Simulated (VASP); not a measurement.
Output of a VASP run:

### OUTCAR
```
 ion  position               nearest neighbor table
   1  0.000  0.000  0.000-   2 2.60   2 2.60   2 2.71   2 2.71
   2  0.266  0.234  0.266-   1 2.60   1 2.60   1 2.71   1 2.71
  LATTYP: Found a face centered cubic cell.
 ALAT       =     6.1271753840
 Subroutine PRICEL returns:
 Original cell was already a primitive cell.
 Subroutine GETGRP returns: Found  4 space group operations
The static configuration has the point symmetry C_2v.
The dynamic configuration has the point symmetry C_2v.
 Subroutine INISYM returns: Found  4 space group operations
 Subroutine IBZKPT returns following result:
 Found     95 irreducible k-points:

 Following reciprocal coordinates:
            Coordinates               Weight
  0.000000  0.000000  0.000000      1.000000
  0.125000  0.000000  0.000000      4.000000
  0.000000  0.125000  0.000000      4.000000
  0.250000  0.000000  0.000000      4.000000
  0.000000  0.250000  0.000000      4.000000
  0.375000  0.000000  0.000000      4.000000
  0.000000  0.375000  0.000000      4.000000
  0.500000  0.000000  0.000000      2.000000
  0.000000  0.500000  0.000000      2.000000
  0.125000  0.125000  0.000000      4.000000
  0.125000  0.000000  0.125000      2.000000
  0.250000  0.125000  0.000000      8.000000
  0.000000  0.250000  0.125000      8.000000
  0.125000  0.000000  0.250000      4.000000
  0.250000  0.125000  0.250000      4.000000
  0.375000  0.125000  0.000000      8.000000
  0.000000  0.375000  0.125000      8.000000
  0.125000  0.000000  0.375000      4.000000
  0.375000  0.250000  0.375000      4.000000
  0.500000  0.125000  0.000000      8.000000
  0.000000  0.500000  0.125000      8.000000
  0.125000  0.000000  0.500000      4.000000
  0.500000  0.375000  0.500000      4.000000
 -0.375000  0.125000  0.000000      8.000000
  0.000000 -0.375000  0.125000      8.000000
  0.125000  0.000000 -0.375000      4.000000
 -0.375000  0.500000 -0.375000      4.000000
 -0.250000  0.125000  0.000000      8.000000
  0.000000 -0.250000  0.125000      8.000000
  0.125000  0.000000 -0.250000      4.000000
 -0.250000 -0.375000 -0.250000      4.000000
 -0.125000  0.125000  0.000000      8.000000
  0.125000  0.000000 -0.125000      2.000000
 -0.125000 -0.250000 -0.125000      2.000000
  0.250000  0.250000  0.000000      4.000000
  0.250000  0.000000  0.250000      2.000000
  0.375000  0.250000  0.000000      8.000000
  0.000000  0.375000  0.250000      8.000000
  0.250000  0.000000  0.375000      4.000000
  0.375000  0.125000  0.375000      4.000000
   k-points           NKPTS =     95   k-points in BZ     NKDIM =     95   number of bands    NBANDS=     13
   number of dos      NEDOS =    301   number of ions     NIONS =      2
   total plane-waves  NPLWV =  32768
   dimension x,y,z NGX =    32 NGY =   32 NGZ =   32
   dimension x,y,z NGXF=    64 NGYF=   64 NGZF=   64
   ions per type =               1   1
   PREC   = accura    normal or accurate (medium, high low for compatibility)
   ISTART =      0    job   : 0-new  1-cont  2-samecut
   ICHARG =      2    charge: 1-file 2-atom 10-const
   ISPIN  =      1    spin polarized calculation?
   LNONCOLLINEAR =      F non collinear calculations
   LSORBIT =      F    spin-orbit coupling
   INIWAV =      1    electr: 0-lowe 1-rand  2-diag
   ENCUT  =  480.0 eV  35.28 Ry    5.94 a.u.   7.74  7.74  7.74*2*pi/ulx,y,z
   NELM   =    100;   NELMIN=  2; NELMDL= -5     # of ELM steps
   EDIFF  = 0.1E-06   stopping-criterion for ELM
   LREAL  =      F    real-space projection
   NLSPLINE    = F    spline interpolate recip. space projectors
   LMAXMIX     =    4 max onsite mixed and CHGCAR
   VOSKOWN=      0    Vosko Wilk Nusair interpolation
   EDIFFG = 0.1E-05   stopping-criterion for IOM
   NSW    =      0    number of steps for IOM
   NBLOCK =      1;   KBLOCK =      1    inner block; outer block
   IBRION =     -1    ionic relax: 0-MD 1-quasi-New 2-CG
...
```

**OSZICAR**
```
       N       E                     dE             d eps       ncg     rms          rms(c)
DAV:   1     0.443262165397E+02    0.44326E+02   -0.87248E+03  2494   0.167E+03
DAV:   2    -0.337739382289E+02   -0.78100E+02   -0.75997E+02  2735   0.305E+02
DAV:   3    -0.392938703545E+02   -0.55199E+01   -0.54741E+01  3105   0.722E+01
DAV:   4    -0.393897055426E+02   -0.95835E-01   -0.95793E-01  2849   0.108E+01
DAV:   5    -0.393920949581E+02   -0.23894E-02   -0.23894E-02  3190   0.147E+00    0.290E+00
DAV:   6    -0.375142668501E+02    0.18778E+01   -0.41561E-01  2685   0.115E+01    0.200E+00
DAV:   7    -0.376298429450E+02   -0.11558E+00   -0.39517E-01  2750   0.814E+00    0.634E-01
DAV:   8    -0.375427192194E+02    0.87124E-01   -0.24391E-01  2615   0.561E+00    0.198E-01
DAV:   9    -0.375539241052E+02   -0.11205E-01   -0.14094E-02  2735   0.118E+00    0.240E-01
DAV:  10    -0.375550282286E+02   -0.11041E-02   -0.46601E-03  2510   0.770E-01    0.520E-01
DAV:  11    -0.375587906602E+02   -0.37624E-02   -0.20359E-02  2480   0.123E+00    0.621E-02
DAV:  12    -0.375562528089E+02    0.25379E-02   -0.20572E-03  2610   0.415E-01    0.587E-02
DAV:  13    -0.375580327937E+02   -0.17800E-02   -0.51579E-04  2560   0.231E-01    0.450E-02
DAV:  14    -0.375588698334E+02   -0.83704E-03   -0.91135E-04  2510   0.256E-01    0.287E-02
DAV:  15    -0.375588965731E+02   -0.26740E-04   -0.61601E-05  3219   0.829E-02    0.989E-03
DAV:  16    -0.375589657339E+02   -0.69161E-04   -0.65762E-05  2480   0.738E-02    0.276E-03
DAV:  17    -0.375589705088E+02   -0.47749E-05   -0.49008E-06  3180   0.362E-02    0.101E-03
DAV:  18    -0.375589714002E+02   -0.89140E-06   -0.10517E-06  2500   0.129E-02    0.776E-04
DAV:  19    -0.375589721933E+02   -0.79312E-06   -0.15029E-07  1765   0.517E-03    0.345E-04
DAV:  20    -0.375589718781E+02    0.31520E-06   -0.37611E-08  1255   0.321E-03    0.218E-04
DAV:  21    -0.375589719791E+02   -0.10098E-06   -0.10302E-08  1235   0.122E-03    0.207E-04
DAV:  22    -0.375589718946E+02    0.84545E-07   -0.48468E-09  1235   0.813E-04
   1 F= -.37558972E+02 E0= -.37558960E+02  d E =-.245355E-04
```

OUTCAR:
```
------------------------ aborting loop because EDIFF is reached ----------------------------------------
  FORCE on cell =-STRESS in cart. coord.  units (eV):
  Direction    XX          YY          ZZ          XY          YZ          ZX
  --------------------------------------------------------------------------------------
  Total        0.1790633      0.0863352      0.1790633      0.0000000      0.0000000     -0.6983119
  in kB        4.9888023      2.4053472      4.9888023      0.0000000      0.0000000    -19.4553508
  external PRESSURE =       4.1276506 kB  Pullay stress =       0.0000000 kB
  volume of cell :       57.51
      direct lattice vectors                 reciprocal lattice vectors
     0.000000000  3.063587692  3.063587692    -0.163207341  0.163207341  0.163207341
     3.063587692  0.000000000  3.063587692     0.163207341 -0.163207341  0.163207341
     3.063587692  3.063587692  0.000000000     0.163207341  0.163207341 -0.163207341
 POSITION                                       TOTAL-FORCE (eV/Angst)
 -----------------------------------------------------------------------------------
      0.00000      0.00000      0.00000         0.000000      0.824181      0.000000
      1.53179      1.63179      1.53179         0.000000     -0.824181      0.000000
 -----------------------------------------------------------------------------------
    total drift:                               -0.000018      0.000995     -0.000018
  FREE ENERGIE OF THE ION-ELECTRON SYSTEM (eV)
  ---------------------------------------------------
  free  energy   TOTEN  =       -37.5589718946 eV

  energy  without entropy=      -37.5589473591  energy(sigma->0) =      -37.55895963
```
(Selected blocks of OUTCAR.)

File POSCAR:
```
GaSb
1
   -0.0000000000     3.0635876920     3.0635876920
    3.0635876920     0.0000000000     3.0635876920
    3.0635876920     3.0635876920    -0.0000000000
Ga Sb
1 1
Direct
  0.0000000000   0.0000000000   0.0000000000
  0.2663207341   0.2336792659   0.2663207341
```

**Question.** Reconstruct the remaining input files.

**Answer.** This is not unique; one that fits is the input of the run itself, r2SCAN meta-GGA, plane waves, VASP's PBE PAW potentials (set 64).

INCAR:
```
! general
SYSTEM  = GaSb
PREC    = Accurate
ENCUT   = 480
LREAL   = .False.
LASPH   = .True.

! electronic loop
EDIFF   = 1E-7
NELM    = 100
ALGO    = Normal
LMAXMIX = 4
LMIXTAU = .True.

! smearing
ISMEAR  = 0
SIGMA   = 0.05

! functional
METAGGA = R2SCAN

! ions
ISIF    = 2

! output
LWAVE   = .False.
LCHARG  = .False.
```

### KPOINTS
```
K-points
0
G
  8 8 8
```

POTCAR, in this order: Ga_d Sb (PBE.64 set). Program: vasp_std.

The compound is GaSb in the zinc blende structure. This cell was strained or had an atom moved on purpose.
